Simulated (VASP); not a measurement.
**MgO (Periclase): relaxation of cell and atoms with LDA**

MgO (Periclase):

```
Mg O
1.0
     0.00000    2.10850    2.10850
     2.10850    0.00000    2.10850
     2.10850    2.10850    0.00000
Mg O
1 1
Direct
  0.00000 0.00000 0.00000
  0.50000 0.50000 0.50000
```

```json
{"Program": "VASP 6.6.1", "Task": "relaxation of cell and atoms", "Functional": "LDA", "Potentials or basis": "VASP PAW LDA potentials, release 64 (Mg, O)", "Cutoff": "600 eV", "k mesh": "12 × 12 × 12", "Occupations": "gaussian, width 0.03 eV", "Spin": "no spin polarisation", "Target pressure": "13.3 GPa", "Further INCAR settings": "ALGO = Normal; EDIFF = 1e-06; IBRION = 2; EDIFFG = -0.01; NSW = 90; ISIF = 3"}
```

```yaml
Relaxed_volume: 8.34 Å³/atom
Relaxed_cell: a = 2.868 Å, b = 2.868 Å, c = 2.868 Å, α = 60.00°, β = 60.00°, γ = 60.00°
Space_group_after_relaxing_to_0.05_Å: Fm-3m (No. 225)
Energy_change_on_relaxing_the_enthalpy_is_what_falls: +8.1 meV/atom
Ionic_steps: 3
Pressure_after_relaxing: 13.2 GPa
Band_gap_on_the_k_mesh: 5.85 eV, direct
```

Step by step:
| step | energy change (eV) | largest force (eV/Å) | pressure (GPa) | volume (Å³) |
| --- | --- | --- | --- | --- |
| 1 | 0.0000 | 0.0000 | -8.46 | 18.75 |
| 2 | 0.1806 | 0.0000 | 32.80 | 15.50 |
| 3 | 0.0162 | 0.0000 | 13.17 | 16.68 |

Final structure:
```yaml
crystal:
  lattice:
    - [0.00000, 2.02784, 2.02784]
    - [2.02784, 0.00000, 2.02784]
    - [2.02784, 2.02784, 0.00000]
  atoms:
    - { symbol: Mg, position: [0.00000, 0.00000, 0.00000] }
    - { symbol: O, position: [0.50000, 0.50000, 0.50000] }
```

Levels at points of the mesh, in eV from the valence-band top:
```tsv
k point	band 1	band 2	band 3	band 4	band 5	band 6	band 7	band 8
(0.00, 0.00, 0.00)	-17.64	0.00	0.00	0.00	5.85	16.14	16.14	16.14
(0.50, 0.00, 0.00)	-15.97	-5.23	-0.81	-0.81	8.47	13.71	17.19	17.19
(0.50, 0.50, 0.00)	-15.65	-4.64	-1.54	-1.54	8.98	10.99	14.13	20.41
```

It took 22 s on 1 thread of AMD EPYC 7R13 Processor (Zen 3), with other jobs on the host, peak memory 0.12 GiB.

Caveat: the cell is relaxed towards a set pressure, so the enthalpy falls and the energy may rise. Zero-point motion and thermal expansion aren't in these numbers.
